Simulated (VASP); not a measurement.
Calculation: PBEsol GGA, VASP's PBE PAW potentials (set 64) (plane waves; VASP).

VASP ran on this input.

### INCAR
```
# general
SYSTEM  = Tm
PREC    = Accurate
ENCUT   = 300   # plane-wave cut-off (eV)
LREAL   = .FALSE.   # projection in real space or not
LASPH   = .TRUE.

# electronic loop
EDIFF   = 1E-6   # SCF stop (eV)
NELM    = 100   # most electronic steps
ALGO    = Normal
LMAXMIX = 6

# smearing
ISMEAR  = 0
SIGMA   = 0.05   # width (eV)

# functional
GGA     = PS

# spin
ISPIN   = 2
MAGMOM  = 2*2.0

# ions
ISIF    = 2   # forces and stress, cell fixed

# output
LWAVE   = .FALSE.
LCHARG  = .FALSE.
LORBIT  = 11   # lm-projected
```

File POSCAR:
```
Tm
3.540
  0.5000000000  -0.8660254237   0.0000000000
  0.5000000000   0.8660254237   0.0000000000
  0.0000000000   0.0000000000   1.5677966102
Tm
2
Direct
  0.3333330000   0.6666670000   0.2500000000
  0.6666670000   0.3333330000   0.7500000000
```

### KPOINTS
```
Automatic
0
gamma
 7 7 4
0 0 0
```

POTCAR, in this order: Tm (PBE.64 set). Program: vasp_std.

The resulting files:

**OSZICAR**
```
       N       E                     dE             d eps       ncg     rms          rms(c)
DAV:   1     0.269965540832E+03    0.26997E+03   -0.12714E+04  3624   0.363E+03
DAV:   2     0.379377481624E+02   -0.23203E+03   -0.22241E+03  3310   0.433E+02
DAV:   3     0.363890533599E+00   -0.37574E+02   -0.36410E+02  3784   0.130E+02
DAV:   4    -0.778678785956E+01   -0.81507E+01   -0.80335E+01  5385   0.506E+01
DAV:   5    -0.827272750033E+01   -0.48594E+00   -0.47549E+00  4561   0.175E+01    0.317E+01
DAV:   6    -0.991439432953E+01   -0.16417E+01   -0.29030E+00  3904   0.321E+01    0.194E+01
DAV:   7    -0.226009350191E+02   -0.12687E+02   -0.80516E+01  3169   0.811E+01    0.988E+01
DAV:   8    -0.136463425078E+02    0.89546E+01   -0.35517E+00  3356   0.441E+01    0.581E+01
DAV:   9    -0.895252012339E+01    0.46938E+01   -0.50751E+00  2845   0.487E+01    0.157E+01
DAV:  10    -0.866911286941E+01    0.28341E+00   -0.17969E+00  4397   0.161E+01    0.530E+00
DAV:  11    -0.861399021877E+01    0.55123E-01   -0.34774E-01  4866   0.662E+00    0.389E+00
DAV:  12    -0.858002165534E+01    0.33969E-01   -0.83413E-02  4806   0.606E+00    0.361E+00
DAV:  13    -0.863782855691E+01   -0.57807E-01   -0.66427E-01  4457   0.371E+00    0.365E+00
DAV:  14    -0.863116638251E+01    0.66622E-02   -0.13817E-02  4209   0.146E+00    0.360E+00
DAV:  15    -0.859795602770E+01    0.33210E-01   -0.22988E-02  4213   0.241E+00    0.327E+00
DAV:  16    -0.858506602987E+01    0.12890E-01   -0.50335E-02  4344   0.315E+00    0.248E+00
DAV:  17    -0.859401081660E+01   -0.89448E-02   -0.21663E-01  3833   0.488E+00    0.162E+00
DAV:  18    -0.857648321455E+01    0.17528E-01   -0.17101E-02  4252   0.458E+00    0.207E+00
DAV:  19    -0.857113613767E+01    0.53471E-02   -0.31959E-03  4642   0.105E+00    0.203E+00
DAV:  20    -0.856942797884E+01    0.17082E-02   -0.15647E-02  4407   0.967E-01    0.155E+00
DAV:  21    -0.858362932867E+01   -0.14201E-01   -0.62932E-02  4000   0.190E+00    0.874E-01
DAV:  22    -0.859132265278E+01   -0.76933E-02   -0.71402E-03  4432   0.134E+00    0.992E-01
DAV:  23    -0.858948225724E+01    0.18404E-02   -0.12638E-03  3999   0.207E+00    0.729E-01
DAV:  24    -0.858947302313E+01    0.92341E-05   -0.47601E-03  4508   0.182E+00    0.435E-01
DAV:  25    -0.858992205110E+01   -0.44903E-03   -0.95731E-04  4294   0.237E-01    0.385E-01
DAV:  26    -0.859005127619E+01   -0.12923E-03   -0.13717E-04  5030   0.232E-01    0.349E-01
DAV:  27    -0.859020222728E+01   -0.15095E-03   -0.70105E-05  4573   0.129E-01    0.312E-01
DAV:  28    -0.859043408623E+01   -0.23186E-03   -0.85614E-04  3918   0.681E-01    0.255E-01
DAV:  29    -0.859057228634E+01   -0.13820E-03   -0.79274E-04  4536   0.791E-01    0.186E-01
DAV:  30    -0.859044400970E+01    0.12828E-03   -0.12187E-03  4094   0.743E-01    0.126E-01
DAV:  31    -0.859048230961E+01   -0.38300E-04   -0.83807E-05  4692   0.105E-01    0.806E-02
DAV:  32    -0.859049424234E+01   -0.11933E-04   -0.30358E-05  4479   0.142E-01    0.659E-02
DAV:  33    -0.859049039597E+01    0.38464E-05   -0.65760E-06  2778   0.449E-02    0.513E-02
DAV:  34    -0.859048847228E+01    0.19237E-05   -0.66063E-06  2235   0.737E-02    0.281E-02
DAV:  35    -0.859048905925E+01   -0.58697E-06   -0.98228E-06  2464   0.665E-02
   1 F= -.85904891E+01 E0= -.85761598E+01  d E =-.286585E-01  mag=     2.1680
```

File OUTCAR:
```
------------------------ aborting loop because EDIFF is reached ----------------------------------------
  FORCE on cell =-STRESS in cart. coord.  units (eV):
  Direction    XX          YY          ZZ          XY          YZ          ZX
  --------------------------------------------------------------------------------------
  Total       -1.1531712     -1.1531713     -0.3264528      0.0000000      0.0000000     -0.0000000
  in kB      -30.6742694    -30.6742708     -8.6836209      0.0000000      0.0000000     -0.0000000
  external PRESSURE =     -23.3440537 kB  Pullay stress =       0.0000000 kB
  volume of cell :       60.23
      direct lattice vectors                 reciprocal lattice vectors
     1.770000000 -3.065730000  0.000000000     0.282485876 -0.163093293  0.000000000
     1.770000000  3.065730000  0.000000000     0.282485876  0.163093293  0.000000000
     0.000000000  0.000000000  5.550000000     0.000000000  0.000000000  0.180180180
 POSITION                                       TOTAL-FORCE (eV/Angst)
 -----------------------------------------------------------------------------------
      1.77000      1.02191      1.38750         0.000000      0.000000      0.000000
      1.77000     -1.02191      4.16250        -0.000000      0.000000      0.000000
 -----------------------------------------------------------------------------------
    total drift:                               -0.000401      0.002326     -0.000006
  FREE ENERGIE OF THE ION-ELECTRON SYSTEM (eV)
  ---------------------------------------------------
  free  energy   TOTEN  =        -8.5904890592 eV

  energy  without entropy=       -8.5618305197  energy(sigma->0) =       -8.57615979

 total charge

# of ion       s       p       d       f       tot
--------------------------------------------------
    1        2.220   5.922   0.406  12.486  21.033
    2        2.220   5.922   0.406  12.486  21.033
--------------------------------------------------
tot          4.440  11.843   0.811  24.971  42.065

 magnetization (x)

# of ion       s       p       d       f       tot
--------------------------------------------------
    1        0.003  -0.037  -0.055   1.309   1.220
    2        0.003  -0.037  -0.055   1.309   1.220
--------------------------------------------------
tot          0.005  -0.074  -0.111   2.618   2.439
```
(Selected blocks of OUTCAR.)

At this cut-off the stress carries a Pulay error, which pulls relaxed volumes low.

The structure is a typed Tm crystal (P6_3/mmc). The cell was not relaxed at this level. The run is one of a series of settings (GGA = PS against the base run), some of them coarse on purpose.
